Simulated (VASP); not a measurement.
VASP, PAW. Band gap of BeSe (zinc blende) (no spin-orbit coupling). The mesh is coarse and the basis finite, so the quasiparticle values are not converged.

```tsv
level	band gap (eV)
G0W0@PBE (starting cell)	3.89
```

### Question
Estimate the band gap from PBE0 (PBE cell), AM05 (own cell), HSEsol (PBE cell) and from experiment.

### Answer

```
Property                                                                Value
-----------------  ----------------------------------------------------------
PBE0 (PBE cell)                                                       4.21 eV
AM05 (own cell)                                                       2.55 eV
HSEsol (PBE cell)                                                     3.43 eV
measured           4.00 eV (as given by Das et al., (2018), arXiv:1807.05623)
```

Only levels that ran to the end are used. Left out are those held back, those with too coarse a band path, GW runs whose mesh misses a band edge, hybrids' fits of cells that aren't cubic and levels without matching references; a question may draw on a part of the rest.

The compound is BeSe in the zinc blende structure.
